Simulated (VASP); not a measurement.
# A VASP study of MnAl2O4 (r2SCAN): structure first, properties next, part 2 of 6

How well does r2SCAN reproduce what experiment finds for MnAl2O4? The cell is relaxed first, and properties follow on it. The start is a computed cell from the Materials Project.

VASP 6.6.1; r2SCAN, spin-polarised from a ferromagnetic start; plane waves and PAW (Mn_pv, Al, O).

Still holding for the runs below: The magnetic state follows from one typed start and may not be the lowest. Experiment finds antiferromagnetic order in this phase (below 40 K, arxiv:1405.4694), so this ferromagnetic run describes another state.

So far: Starting point; Full relaxation (r2SCAN). The relaxed cell has a = 8.195 Å (conventional setting).

### 2. Full relaxation (r2SCAN) (continued)

Step by step:

```
step  energy less that of the first step (eV)  largest force (eV/Å)  pressure (GPa)  volume (Å³)
   1                                   0.0000                0.0000            0.64       137.17
   2                                   0.0001                0.0234           -0.54       137.94
   3                                  -0.0006                0.0107            0.11       137.51
   4                                  -0.0006                0.0127            0.00       137.58
   5                                  -0.0006                0.0068            0.00       137.60
```

```
conventional cell, symmetrised  before  after  change
                         a (Å)   8.187  8.195  +0.1 %
                         b (Å)   8.187  8.195  +0.1 %
                         c (Å)   8.187  8.195  +0.1 %
              volume (Å³/atom)    9.80   9.83  +0.3 %
```

Final coordinates:

```
Mn Al O
1.0
     0.00000    4.09758    4.09758
     4.09758    0.00000    4.09758
     4.09758    4.09758    0.00000
Mn Al O
2 4 8
Direct
  0.75000 0.75000 0.75000
  0.50000 0.50000 0.50000
  0.12500 0.12500 0.62500
  0.62500 0.12500 0.12500
  0.12500 0.12500 0.12500
  0.12500 0.62500 0.12500
  0.89142 0.89142 0.89142
  0.35858 0.92426 0.35858
  0.32574 0.89142 0.89142
  0.89142 0.89142 0.32574
  0.35858 0.35858 0.35858
  0.89142 0.32574 0.89142
  0.35858 0.35858 0.92426
  0.92426 0.35858 0.35858
```

Numbers from this step:

- electrons: 86
- bands: 69
- irreducible k points: 8
- symmetry operations: 48
- free energy (TOTEN): -145.8261 eV
- Fermi energy: 7.184 eV
- pressure: -0.002137 GPa
- moment of the cell, from the last line of the log: 10 μB
- metallic: no
- valence top at k: 0, 0, 0
- conduction bottom at k: 0, 0, 0
- least direct gap at k: 0, 0, 0
- SCF cycles over all ionic steps: 49
- gap on the k-mesh: 2.522 eV
- least direct gap on the k-mesh: 2.522 eV

Spin moment in the PAW sphere by atom:

```
atom  spin moment in the PAW sphere (μB)
 Mn1                                4.46
 Mn2                                4.46
 Al3                                0.01
 Al4                                0.01
 Al5                                0.01
 Al6                                0.01
  O7                                0.05
  O8                                0.05
  O9                                0.05
 O10                                0.05
 O11                                0.05
 O12                                0.05
 O13                                0.05
 O14                                0.05
```

It ends with a largest force of 0.007 eV/Å and a pressure of 0.00 GPa.

### 3. Single point with fields (r2SCAN)

The relaxed cell gets a fresh self-consistent run, on a basis set for its own volume, to fix the density and to check the remaining stress.

Input file INCAR:

```
SYSTEM = MnAl2O4
PREC = Accurate
ENCUT = 520
EDIFF = 1E-06
NELM = 100
ISMEAR = 0
SIGMA = 0.05
LREAL = .FALSE.
ALGO = Normal
METAGGA = R2SCAN
LASPH = .TRUE.
NBANDS = 69
ISPIN = 2
MAGMOM = 4 4 0 0 0 0 0 0 0 0 0 0 0 0
LMAXMIX = 4
LORBIT = 11
LWAVE = .FALSE.
LCHARG = .TRUE.
ISIF = 2
LELF = .TRUE.
LVHAR = .TRUE.
```

Input file POSCAR:

```
MnAl2O4
1.0
    0.0000000000      4.0975837901      4.0975837901
    4.0975837901      0.0000000000      4.0975837901
    4.0975837901      4.0975837901      0.0000000000
Mn Al O
2 4 8
Direct
    0.7500000000      0.7500000000      0.7500000000
    0.5000000000      0.5000000000      0.5000000000
    0.1250000000      0.1250000000      0.6250000000
    0.6250000000      0.1250000000      0.1250000000
    0.1250000000      0.1250000000      0.1250000000
    0.1250000000      0.6250000000      0.1250000000
    0.8914200262      0.8914200262      0.8914200262
    0.3585799738      0.9242600785      0.3585799738
    0.3257399215      0.8914200262      0.8914200262
    0.8914200262      0.8914200262      0.3257399215
    0.3585799738      0.3585799738      0.3585799738
    0.8914200262      0.3257399215      0.8914200262
    0.3585799738      0.3585799738      0.9242600785
    0.9242600785      0.3585799738      0.3585799738
```

Input file KPOINTS:

```
Automatic mesh
0
Gamma
4 4 4
0 0 0
```

The projector-augmented-wave data sets are Mn_pv, Al and O (PBE family, release 64).

The run is started by

```
> mpirun -np 8 vasp_std
```

The program printed:

```text
[banner, memory and clock lines left out]
running    8 mpi-ranks, on    1 nodes
 distrk:  each k-point on    8 cores,    1 groups
 distr:  one band on    1 cores,    8 groups

 POSCAR found type information on POSCAR MnAlO
 POSCAR found :  3 types and      14 ions
 [... a notice as in an earlier step ...]

 [... a notice as in an earlier step ...]

 LDA part: xc-table for (None), standard interpolation
|                                                                             |
|           W    W    AA    RRRRR   N    N  II  N    N   GGGG   !!!           |
|           W    W   A  A   R    R  NN   N  II  NN   N  G    G  !!!           |
|           W    W  A    A  R    R  N N  N  II  N N  N  G       !!!           |
|           W WW W  AAAAAA  RRRRR   N  N N  II  N  N N  G  GGG   !            |
|           WW  WW  A    A  R   R   N   NN  II  N   NN  G    G                |
|           W    W  A    A  R    R  N    N  II  N    N   GGGG   !!!           |
|                                                                             |
|     The number of bands has been changed from the values supplied in        |
|     The orbitals not found in the WAVECAR file will be initialized with     |
|     random numbers, which is usually adequate. For correlated               |
|     calculations, however, you should redo the groundstate calculation.     |
|     I found NBANDS = 69. Now, NBANDS = 72.                                  |
|                                                                             |

 POSCAR, INCAR and KPOINTS ok, starting setup
 FFT: planning ... GRIDC
 FFT: planning ... GRID_SOFT
 FFT: planning ... GRID
 WAVECAR not read
 entering main loop
       N       E                     dE             d eps       ncg     rms          rms(c)
DAV:   1     0.796420821700E+03    0.79642E+03   -0.43865E+04  2304   0.129E+03
DAV:   2    -0.959517486109E+02   -0.89237E+03   -0.82592E+03  2336   0.372E+02
DAV:   3    -0.180957551316E+03   -0.85006E+02   -0.82947E+02  2624   0.127E+02
DAV:   4    -0.182768473067E+03   -0.18109E+01   -0.17969E+01  2776   0.191E+01
DAV:   5    -0.182792842133E+03   -0.24369E-01   -0.24361E-01  2808   0.228E+00    0.285E+01
DAV:   6    -0.145019683937E+03    0.37773E+02   -0.50844E+01  2944   0.408E+01    0.300E+01
DAV:   7    -0.145685698179E+03   -0.66601E+00   -0.83030E+00  2656   0.173E+01    0.185E+01
DAV:   8    -0.145773098464E+03   -0.87400E-01   -0.58513E-01  2728   0.496E+00    0.865E+00
DAV:   9    -0.145800772347E+03   -0.27674E-01   -0.29004E-01  2672   0.273E+00    0.154E+00
DAV:  10    -0.145821056757E+03   -0.20284E-01   -0.73525E-02  2664   0.185E+00    0.102E+00
DAV:  11    -0.145825181046E+03   -0.41243E-02   -0.84307E-03  2520   0.626E-01    0.239E-01
DAV:  12    -0.145825930410E+03   -0.74936E-03   -0.10879E-03  2736   0.240E-01    0.111E-01
DAV:  13    -0.145826035362E+03   -0.10495E-03   -0.27227E-04  2648   0.823E-02    0.591E-02
DAV:  14    -0.145826078877E+03   -0.43515E-04   -0.42572E-05  2704   0.438E-02    0.188E-02
DAV:  15    -0.145826070402E+03    0.84751E-05   -0.65245E-06  2552   0.138E-02    0.123E-02
DAV:  16    -0.145826077610E+03   -0.72085E-05   -0.17931E-06  2000   0.917E-03    0.351E-03
DAV:  17    -0.145826074028E+03    0.35821E-05   -0.27780E-07  1416   0.279E-03    0.749E-04
DAV:  18    -0.145826073559E+03    0.46971E-06   -0.31895E-08  1408   0.972E-04
   1 F= -.14582607E+03 E0= -.14582607E+03  d E =-.122715E-10  mag=    10.0000
```

It took 91 s on 8 MPI ranks of AMD EPYC 9R45, shared host; peak memory 1.5 GiB; 12 min of CPU time.

OUTCAR, selected parts (step 3):

```text
  LATTYP: Found a face centered cubic cell.
 ALAT       =     8.1951675802

 Found      8 irreducible k-points:

   k-points           NKPTS =      8   k-points in BZ     NKDIM =      8   number of bands    NBANDS=     72

   ENCUT  =  520.0 eV  38.22 Ry    6.18 a.u.  10.77 10.77 10.77*2*pi/ulx,y,z

   NELECT =      86.0000    total number of electrons

 E-fermi :   7.0800

 spin component 1
 k-point     1 :       0.0000    0.0000    0.0000
  band No.  band energies     occupation
    ...
     44       6.2344      1.00000
     45       6.2344      1.00000
     46       6.8690      1.00000
     47       6.8691      1.00000
     48       6.8691      1.00000
     49       9.3914      0.00000
     50      13.7652      0.00000
     51      13.7652      0.00000
     52      13.7652      0.00000
     53      13.7898      0.00000
    ...

 k-point     3 :       0.5000    0.0000    0.0000
  band No.  band energies     occupation
    ...
     44       5.8508      1.00000
     45       6.2819      1.00000
     46       6.2819      1.00000
     47       6.6914      1.00000
     48       6.6915      1.00000
     49      11.6571      0.00000
     50      12.1101      0.00000
     51      14.0947      0.00000
     52      14.5840      0.00000
     53      14.5840      0.00000
    ...

 k-point     5 :       0.5000    0.2500    0.0000
  band No.  band energies     occupation
    ...
     44       5.8553      1.00000
     45       6.2128      1.00000
     46       6.2745      1.00000
     47       6.4630      1.00000
     48       6.6372      1.00000
     49      11.8063      0.00000
     50      12.8385      0.00000
     51      13.7273      0.00000
     52      14.5077      0.00000
     53      15.0446      0.00000
    ...

 k-point     6 :      -0.2500    0.2500    0.0000
  band No.  band energies     occupation
    ...
     44       5.9606      1.00000
     45       6.2416      1.00000
     46       6.3401      1.00000
     47       6.3876      1.00000
     48       6.7628      1.00000
     49      11.3582      0.00000
     50      13.1063      0.00000
     51      13.3371      0.00000
     52      14.6216      0.00000
     53      14.9949      0.00000
    ...

  Total        0.0003805      0.0003805      0.0003805     -0.0000000     -0.0000000     -0.0000000
  in kB        0.0044309      0.0044309      0.0044309     -0.0000000     -0.0000000     -0.0000000
  external PRESSURE =       0.0044309 kB  Pullay stress =       0.0000000 kB

  energy-cutoff  :      520.00
  volume of cell :      137.60
      direct lattice vectors                 reciprocal lattice vectors
     0.000000000  4.097583790  4.097583790    -0.122023130  0.122023130  0.122023130
     4.097583790  0.000000000  4.097583790     0.122023130 -0.122023130  0.122023130
     4.097583790  4.097583790  0.000000000     0.122023130  0.122023130 -0.122023130

 POSITION                                       TOTAL-FORCE (eV/Angst)
 -----------------------------------------------------------------------------------
      6.14638      6.14638      6.14638        -0.000000     -0.000000     -0.000000
      4.09758      4.09758      4.09758        -0.000000     -0.000000     -0.000000
      3.07319      3.07319      1.02440        -0.000000     -0.000000     -0.000000
      1.02440      3.07319      3.07319        -0.000000     -0.000000     -0.000000
      1.02440      1.02440      1.02440        -0.000000     -0.000000     -0.000000
      3.07319      1.02440      3.07319        -0.000000     -0.000000     -0.000000
      7.30534      7.30534      7.30534        -0.003950     -0.003950     -0.003950
      5.25654      2.93862      5.25654        -0.003950      0.003950     -0.003950
      7.30534      4.98741      4.98741        -0.003950      0.003950      0.003950
      4.98741      4.98741      7.30534         0.003950      0.003950     -0.003950
      2.93862      2.93862      2.93862         0.003950      0.003950      0.003950
      4.98741      7.30534      4.98741         0.003950     -0.003950      0.003950
      5.25654      5.25654      2.93862        -0.003950     -0.003950      0.003950
      2.93862      5.25654      5.25654         0.003950     -0.003950     -0.003950
 -----------------------------------------------------------------------------------
    total drift:                               -0.000000     -0.000000      0.000000

  FREE ENERGIE OF THE ION-ELECTRON SYSTEM (eV)
  ---------------------------------------------------
  free  energy   TOTEN  =      -145.8260735586 eV

  energy  without entropy=     -145.8260735586  energy(sigma->0) =     -145.82607356

[... 12 parts as in an earlier step ...]

[... 4 further parts left out ...]
```

With spin, VASP writes an ELF for each channel.

Numbers from this step:

* electronic steps: 18
* bands: 72
* Fermi energy: 7.08 eV
* pressure: 4.43e-4 GPa

Valence electrons inside each PAW sphere by angular momentum. Sphere charges, by row:

```
atom  s (e)  p (e)  d (e)  tot (e)
 Mn1  0.253  6.246  4.972    11.47
 Mn2  0.253  6.246  4.972    11.47
 Al3    0.3  0.389      0    0.688
 Al4    0.3  0.389      0    0.688
 Al5    0.3  0.389      0    0.688
 Al6    0.3  0.389      0    0.688
  O7  1.553  3.627      0     5.18
  O8  1.553  3.627      0     5.18
  O9  1.553  3.627      0     5.18
 O10  1.553  3.627      0     5.18
 O11  1.553  3.627      0     5.18
 O12  1.553  3.627      0     5.18
 O13  1.553  3.627      0     5.18
 O14  1.553  3.627      0     5.18
```

Spin density in the ac plane at fractional y = 0.326, with atoms of O within 0.2 Å of it.

Ten even steps from '0' (0.00 e/Å³) to '9' (0.34 e/Å³), each cell a mean:
```
0000011000000110
0000012100000121
0000000000000011
0000000000000000
0000001221000000
0000002465200000
0000001499510000
0000000269620000
0000010024420010
0000012001210021
0000001100000011
0000000000000000
0000000000000000
0000000000000000
0000000000000000
0000000000000000
```
Columns run along a (5.8 Å), rows up along c (5.8 Å). Atoms in or near the plane, at fractional coordinates: O at (0.36, 0.36), O at (0.89, 0.89), O at (0.36, 0.92), O at (0.92, 0.36).

Valence density in the ac plane at fractional y = 0.326, with atoms of O within 0.2 Å of it. It is the smooth field of the valence electrons, not physical close to the nuclei.

Ten even steps from '_' (0.1 e/Å³) to '@' (7.1 e/Å³), each cell a mean:
```
________--%%%%--________::****--
..______..==##==..______..**@@**
::________..::::..________::****
..__________________________..::
________________________________
________________________________
________________________________
________....______________....__
..______::==--..__________::==--
--______--%%%%--__________::##%%
++..____..++%%==..________..==%%
::..______..--::..__________..--
________________________________
________________________________
________....____________________
________::++--..________..::..__
```
Columns run along a (5.8 Å), rows up along c (5.8 Å). Atoms in or near the plane, at fractional coordinates: O at (0.36, 0.36), O at (0.89, 0.89), O at (0.36, 0.92), O at (0.92, 0.36).

ELF of up spins in the ac plane at fractional y = 0.326, with atoms of O within 0.2 Å of it. It is the smooth field of the valence electrons, not physical close to the nuclei.

Ten even steps from '0' (0.04) to '9' (0.83), each cell a mean:
```
8227977983179889
9514897995049858
9610489985016988
9610035552001699
8510001111000147
3100001222100001
1024531233212553
4148985223215898
8338999622215999
9625977951115977
9822787983003897
9830379995000489
8620025884000047
4212322342011112
0026886310156652
3048999841389998
```
Columns run along a (5.8 Å), rows up along c (5.8 Å). Atoms in or near the plane, at fractional coordinates: O at (0.36, 0.36), O at (0.89, 0.89), O at (0.36, 0.92), O at (0.92, 0.36).

In this run the pressure is 0.00 GPa, small enough to go on.

[end of part 2 of 6]

[Lines on the potential files, build, host, timing and source positions are cut from VASP's logs without a mark.]

[Logs are printed without paths, hosts, clocks, repeated set-up lines and the standing remarks that a program may print on its own settings, such as how far it seeks lower states.]

[Hosts, paths, dates, database ids (printed as entryN), source tags and the programs' standing remarks are cut or masked in the printed files.]

[A measured line is paired with the nearest computed mode of its activity, which favours agreement.]
